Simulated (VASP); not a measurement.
These are PBEsol GGA, VASP's PBE PAW potentials (set 64) (plane waves; VASP 6.6.1) values and carry that method's errors.

VASP ran on this input.

INCAR:
```
! general
SYSTEM=Be
PREC  =Accurate
ENCUT =500
LREAL =F
LASPH =T

! electronic loop
EDIFF =1E-6
NELM  =100
ALGO  =Normal

! smearing
ISMEAR=1
SIGMA =0.1

! functional
GGA   =PS

! ions
IBRION=2
NSW   =40
ISIF  =3
EDIFFG=-0.02

! output
LWAVE =F
LCHARG=F
```

File KPOINTS:
```
K-points
0
Gamma
18 18 10
0 0 0
```

File POSCAR:
```
Be
1
    1.1301213818    -1.9574274841     0.0000000000
    1.1301213818     1.9574274841     0.0000000000
    0.0000000000     0.0000000000     3.5509623198
Be
2
Direct
  0.3333330000   0.6666670000   0.2500000000
  0.6666670000   0.3333330000   0.7500000000
```

POTCAR, in this order: Be (PBE.64 set). Program: vasp_std.

Output

File OSZICAR:
```
       N       E                     dE             d eps       ncg     rms          rms(c)
DAV:   1    -0.309009152625E+01   -0.30901E+01   -0.17855E+03  2688   0.538E+02
DAV:   2    -0.799587758860E+01   -0.49058E+01   -0.47109E+01  4128   0.622E+01
DAV:   3    -0.802534872533E+01   -0.29471E-01   -0.29481E-01  3348   0.446E+00
DAV:   4    -0.802537658454E+01   -0.27859E-04   -0.27858E-04  4044   0.139E-01
DAV:   5    -0.802537660412E+01   -0.19575E-07   -0.19786E-07  3354   0.153E-03    0.125E+00
DAV:   6    -0.800195054118E+01    0.23426E-01   -0.26817E-03  3018   0.740E-01    0.762E-01
DAV:   7    -0.799214284367E+01    0.98077E-02   -0.38203E-03  3018   0.764E-01    0.146E-02
DAV:   8    -0.799214112548E+01    0.17182E-05   -0.14398E-05  4164   0.371E-02    0.613E-03
DAV:   9    -0.799214176745E+01   -0.64197E-06   -0.45803E-07  2808   0.640E-03
   1 F= -.79921418E+01 E0= -.79921081E+01  d E =-.799214E+01
       N       E                     dE             d eps       ncg     rms          rms(c)
DAV:   1    -0.799282423288E+01   -0.68311E-03   -0.69831E-03  3366   0.559E-01    0.324E-02
DAV:   2    -0.799281441206E+01    0.98208E-05   -0.32000E-05  3198   0.517E-02    0.196E-02
DAV:   3    -0.799280691283E+01    0.74992E-05   -0.54850E-06  3606   0.134E-02    0.273E-04
DAV:   4    -0.799280691505E+01   -0.22264E-08   -0.44887E-08  2136   0.209E-03
   2 F= -.79928069E+01 E0= -.79927552E+01  d E =-.665148E-03
```

**OUTCAR**
```
------------------------ aborting loop because EDIFF is reached ----------------------------------------
  FORCE on cell =-STRESS in cart. coord.  units (eV):
  Direction    XX          YY          ZZ          XY          YZ          ZX
  --------------------------------------------------------------------------------------
  Total       -0.0123486     -0.0123486      0.0060673     -0.0000000      0.0000000     -0.0000000
  in kB       -1.2587368     -1.2587366      0.6184555     -0.0000000      0.0000000     -0.0000000
  external PRESSURE =      -0.6330060 kB  Pullay stress =       0.0000000 kB
  volume of cell :       15.72
      direct lattice vectors                 reciprocal lattice vectors
     1.127780181 -1.953372406  0.000000000     0.443348809 -0.255967576 -0.000000000
     1.127780181  1.953372406 -0.000000000     0.443348809  0.255967576 -0.000000000
     0.000000000  0.000000000  3.567427205     0.000000000  0.000000000  0.280314059
 POSITION                                       TOTAL-FORCE (eV/Angst)
 -----------------------------------------------------------------------------------
      1.12778      0.65113      0.89186        -0.000000      0.000000      0.000000
      1.12778     -0.65113      2.67557         0.000000     -0.000000      0.000000
 -----------------------------------------------------------------------------------
    total drift:                                0.000000     -0.000003      0.000005
  FREE ENERGIE OF THE ION-ELECTRON SYSTEM (eV)
  ---------------------------------------------------
  free  energy   TOTEN  =        -7.9928069151 eV

  energy  without entropy=       -7.9926517360  energy(sigma->0) =       -7.99275519

 reached required accuracy - stopping structural energy minimisation
```
(Selected blocks of OUTCAR.)

CONTCAR:
```
Be
   1.00000000000000
     1.1277801805106344   -1.9533724055595412    0.0000000000000000
     1.1277801805106344    1.9533724055595412   -0.0000000000000000
     0.0000000000000000    0.0000000000000000    3.5674272053956995
  Be
     2
Direct
     0.3333330000000032    0.6666669999999968    0.2500000000000000
     0.6666669999999968    0.3333330000000032    0.7500000000000000
```

The compound is Be in the hcp structure. This run relaxes it. Symmetry was kept, so distortions that lower it aren't found.
